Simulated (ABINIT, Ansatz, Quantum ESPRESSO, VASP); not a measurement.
## One structure in several programs: BaF2 (Fm-3m, 3 atoms in the cell)

Self-consistent single point.

```xyz
3
Lattice="0.0000 3.1000 3.1000 3.1000 0.0000 3.1000 3.1000 3.1000 0.0000" Properties=species:S:1:pos:R:3 pbc="T T T"
Ba     0.0000     0.0000     0.0000
F      1.5500     1.5500     1.5500
F      4.6500     4.6500     4.6500
```

Shared settings, as Ansatz (a quantum-chemistry and plane-wave program) writes them: kpoints.mp_grid.grid = 6 6 6; magnetization.spin_orbit = true; scf.occupations.method = fermi_dirac; scf.occupations.width = 0.01 eV. Potentials and cutoffs stand in the table.

```csv
code,model,pressure (GPa),gap on the mesh (eV),cutoff
Quantum ESPRESSO,"PBE, spin-orbit coupling, PseudoDojo fully relativistic norm-conserving (PBE) pseudopotentials",1.15,6.857,85 Ry
VASP,"PBE, spin-orbit coupling, VASP's PBE PAW potentials (set 64)",-3.68,6.774,400 eV
Ansatz,"PBE with spin-orbit coupling, default PAW files",0.88,6.838,default
ABINIT,"PBE, spin-orbit coupling, PAW (JTH v2.0 PBE PAW)",1.96,6.767,48 Ry
```

Gaps are read on the mesh.

The spread over the programs that give each value: pressure within 5.64 GPa; gap on the mesh within 0.090 eV.

Ansatz's pressure is given at a fixed set of plane waves, as the other plane-wave codes print theirs; with its correction for the finite basis it is 1.27 GPa (the shift of 0.39 GPa shows how far the cutoff is from converged). In the pressure, VASP (by 4.69) lies more than 1 GPa from the median of the plane-wave programs.

VASP's run is marked for a possible Pulay error in its stress at this cutoff; no cutoff test was made.

The starting cell has typed, rounded lattice constants, without a prior relaxation at this level.

Left out of this page: Elk (unsound by tests on forces, stress, charge or solver warnings); FLEUR and SIESTA (not drawn, or without a comparable value).

Keys are those of Ansatz 0.2.
